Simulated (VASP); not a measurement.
Method: PBE GGA, VASP's PBE PAW potentials (set 64) (plane waves; VASP).

A VASP calculation is set up with these files.

INCAR:
```
ALGO  =  Normal   ! blocked Davidson
EDIFF  =  1E-6
NELM  =  100   ! most electronic steps
LWAVE  =  .FALSE.
PREC  =  Accurate
LCHARG  =  .FALSE.
LMAXMIX  =  4   ! l cut-off of mixed one-centre charges
LREAL  =  .FALSE.   ! projection in real space or not
ISIF  =  2   ! forces and stress, cell fixed
LASPH  =  .TRUE.
SIGMA  =  0.1   ! width (eV)
GGA  =  PE   ! PBE
ENCUT  =  400   ! plane-wave cut-off (eV)
ISMEAR  =  1   ! Methfessel-Paxton
SYSTEM  =  NiSb
```

File KPOINTS:
```
kpoints
0
G
 8 8 6
```

### POSCAR
```
NiSb
1.0
  1.9650000000  -3.4034800000   0.0000000000
  1.9650000000   3.4034800000   0.0000000000
  0.0000000000   0.0000000000   5.1300000000
Ni Sb
2 2
Cartesian
  0.0000000000   0.0000000000   2.5650000000
  0.0000000000   0.0000000000   0.0000000000
  1.9650000000   1.1344956023   1.2825000000
  1.9650000000  -1.1344956023   3.8475000000
```

POTCAR, in this order: Ni Sb (PBE.64 set). Program: vasp_std.

Output

### OSZICAR
```
       N       E                     dE             d eps       ncg     rms          rms(c)
DAV:   1     0.152654417945E+03    0.15265E+03   -0.10660E+04  1528   0.133E+03
DAV:   2    -0.133641240943E+02   -0.16602E+03   -0.16144E+03  1535   0.298E+02
DAV:   3    -0.214539399909E+02   -0.80898E+01   -0.77963E+01  1779   0.796E+01
DAV:   4    -0.216896380321E+02   -0.23570E+00   -0.23408E+00  1726   0.132E+01
DAV:   5    -0.216971841915E+02   -0.75462E-02   -0.75441E-02  1790   0.248E+00    0.133E+01
DAV:   6    -0.243856023492E+02   -0.26884E+01   -0.35709E+01  1660   0.108E+02    0.174E+01
DAV:   7    -0.202956724893E+02    0.40899E+01   -0.13214E+01  1646   0.760E+01    0.394E+00
DAV:   8    -0.203529209208E+02   -0.57248E-01   -0.15847E+00  2094   0.117E+01    0.268E+00
DAV:   9    -0.202905767391E+02    0.62344E-01   -0.24453E-01  1720   0.874E+00    0.649E-01
DAV:  10    -0.202911384840E+02   -0.56174E-03   -0.79236E-03  1616   0.771E-01    0.501E-01
DAV:  11    -0.202907169903E+02    0.42149E-03   -0.69943E-04  1758   0.213E-01    0.155E-01
DAV:  12    -0.202904695961E+02    0.24739E-03   -0.80448E-04  2093   0.485E-01    0.430E-02
DAV:  13    -0.202904756456E+02   -0.60495E-05   -0.83736E-05  1598   0.659E-02    0.392E-02
DAV:  14    -0.202904756702E+02   -0.24574E-07   -0.41831E-06  1584   0.223E-02
   1 F= -.20290476E+02 E0= -.20290702E+02  d E =0.678665E-03
```

### OUTCAR
```
------------------------ aborting loop because EDIFF is reached ----------------------------------------
  FORCE on cell =-STRESS in cart. coord.  units (eV):
  Direction    XX          YY          ZZ          XY          YZ          ZX
  --------------------------------------------------------------------------------------
  Total        1.5028061      1.5028063      1.2519570      0.0000000      0.0000000      0.0000000
  in kB       35.0897616     35.0897650     29.2325615      0.0000000      0.0000000      0.0000000
  external PRESSURE =      33.1373627 kB  Pullay stress =       0.0000000 kB
  volume of cell :       68.62
      direct lattice vectors                 reciprocal lattice vectors
     1.965000000 -3.403480000  0.000000000     0.254452926 -0.146908458  0.000000000
     1.965000000  3.403480000  0.000000000     0.254452926  0.146908458  0.000000000
     0.000000000  0.000000000  5.130000000     0.000000000  0.000000000  0.194931774
 POSITION                                       TOTAL-FORCE (eV/Angst)
 -----------------------------------------------------------------------------------
      0.00000      0.00000      2.56500         0.000000      0.000000      0.000000
      0.00000      0.00000      0.00000         0.000000      0.000000      0.000000
      1.96500      1.13450      1.28250        -0.000000      0.000000      0.000000
      1.96500     -1.13450      3.84750        -0.000000     -0.000000      0.000000
 -----------------------------------------------------------------------------------
    total drift:                                0.000000      0.000000      0.000000
  FREE ENERGIE OF THE ION-ELECTRON SYSTEM (eV)
  ---------------------------------------------------
  free  energy   TOTEN  =       -20.2904756702 eV

  energy  without entropy=      -20.2911543355  energy(sigma->0) =      -20.29070189
```
(Selected blocks of OUTCAR.)

The compound is NiSb in the NiAs type structure. The cell was not relaxed at this level. The run is not spin-polarised, so no magnetic state was tried.
